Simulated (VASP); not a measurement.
Write the native input for VASP 6.6.1 that does the following.

```yaml
Task: single point
Functional: PBE
Potentials_or_basis: VASP PAW PBE potentials, release 64 (Mg, Si, Cu)
Cutoff: 520 eV
k_mesh: 2 × 2 × 2
Occupations: fermi-dirac, width 0.05 eV
Spin: no spin polarisation
Dipole_correction: no
Further_INCAR_settings: ALGO = Normal; EDIFF = 1e-06; NBANDS = 34
```

The structure of Mg8CuSi4 (a cell with a defect) lies in POSCAR:

```
Mg8CuSi4
1.0
    6.3500000000      0.0000000000      0.0000000000
    0.0000000000      6.3500000000      0.0000000000
    0.0000000000      0.0000000000      6.3500000000
Mg Si Cu
8 4 1
Direct
    0.2978897638      0.3215118110      0.2895905512
    0.7086614173      0.7835433071      0.7889133858
    0.7488976378      0.6780157480      0.2525196850
    0.2646456693      0.2040157480      0.8275905512
    0.7849763780      0.2935275591      0.7375118110
    0.2792913386      0.7558267717      0.2680787402
    0.1664881890      0.7631968504      0.7882992126
    0.7215590551      0.2326614173      0.2611023622
   -0.0268661417     -0.0519842520      0.0297637795
    0.4970708661      0.4785669291      0.0101574803
    0.5198267717      0.0184566929      0.5170551181
    0.0040944882      0.5216692913      0.5224409449
   -0.0092125984     -0.0189606299      0.4158897638
```

These files were run (other wordings do the same):

INCAR

```
PREC = Accurate
ENCUT = 520
EDIFF = 1E-6
ISMEAR = -1
SIGMA = 0.05
LREAL = F
LASPH = T
NELM = 80
ALGO = Normal
ISIF = 2
LWAVE = F
LCHARG = T
GGA = PE
LELF = T
LVHAR = T
NBANDS = 34
```

KPOINTS

```
Automatic mesh
0
Gamma
  2 2 2
```

Potentials or basis: VASP PAW PBE potentials, release 64 (Mg, Si, Cu).

The run is started by

```console
$ cat potpaw_PBE.64/Mg/POTCAR potpaw_PBE.64/Si/POTCAR potpaw_PBE.64/Cu/POTCAR > POTCAR
$ mpirun -np 1 vasp_std > vasp.out
```

Results of the run:

```json
{
 "Pressure": "5.0 GPa",
 "Largest force": "3.187 eV/Å",
 "Band gap on the k mesh": "none (metal or under the smearing width)"
}
```

Caveat: the k mesh is coarse (spacing up to 0.49 Å⁻¹), so the values aren't converged.

Wall time 84 s on 1 thread of Intel(R) Xeon(R) Platinum 8488C (Sapphire Rapids) (shared host), peak memory 0.34 GiB.
